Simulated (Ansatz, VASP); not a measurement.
## NaCaF3 in VASP and in Ansatz

File INCAR:

```
SYSTEM = NaCaF3
PREC = Accurate
ENCUT = 520
EDIFF = 1E-7
ISMEAR = 0
SIGMA = 0.1
LREAL = .FALSE.
LASPH = .TRUE.
NELM = 100
ALGO = Normal
ISIF = 2
LWAVE = .FALSE.
LCHARG = .FALSE.
GGA = PE
NBANDS = 27
```

File KPOINTS:

```
Automatic mesh
0
G
  4 4 4
  0 0 0
```

The input POSCAR:

```
NaCaF3
1.0
    4.3936458500      0.0000000000      0.0000000000
    0.0000000000      4.3936458500      0.0000000000
    0.0000000000      0.0000000000      4.3936458500
Na Ca F
1 1 3
Direct
    0.0000000000      0.0000000000      0.0000000000
    0.5000000000      0.5000000000      0.5000000000
    0.5000000000      0.0000000000      0.0000000000
    0.0000000000      0.5000000000      0.0000000000
    0.0000000000      0.0000000000      0.5000000000
```

Input for Ansatz:

```yaml
crystal:
  lattice:
    - [4.39364585, 0.0, 0.0]
    - [0.0, 4.39364585, 0.0]
    - [0.0, 0.0, 4.39364585]
  atoms:
    - { symbol: Na, position: [0.0, 0.0, 0.0] }
    - { symbol: Ca, position: [0.5, 0.5, 0.5] }
    - { symbol: F, position: [0.5, 0.0, 0.0] }
    - { symbol: F, position: [0.0, 0.5, 0.0] }
    - { symbol: F, position: [0.0, 0.0, 0.5] }
basis:
  ecutwfc: 420
kpoints:
  mp_grid: { grid: [4, 4, 4] }
hamiltonian:
  xc: pbe
scf:
  occupations: { method: gaussian, width: 0.1 }
  lower_state_search: "off"
output:
  forces: true
  stress: true
  eigenvalues: true
```

Alike in both runs: task single point; functional PBE; k mesh 4 × 4 × 4; occupations gaussian, width 0.1 eV; no spin polarisation.

|  | VASP | Ansatz |
| --- | --- | --- |
| version | VASP 6.6.1 | Ansatz 0.2.0 |
| potentials or method | VASP PAW PBE potentials, release 64 (Na_pv, Ca_sv, F) | scalar-relativistic, plane waves, PAW |
| plane-wave cutoff (eV) | 520 | 420 |
| valence electrons in the cell | 38 | 40 |

|  | VASP | Ansatz | Ansatz less VASP |
| --- | --- | --- | --- |
| gap on the k mesh at the Fermi level (eV) | 4.02 | 4.03 | +0.011 |
| least direct gap on the mesh (eV) | 4.02 | 4.03 | +0.011 |
| pressure (GPa) | -7.8 | -7.7 | +0.10 |

The two sets of potentials don't hold the same shells in valence.

PBE gaps usually lie below the measured ones, often by a third to a half.
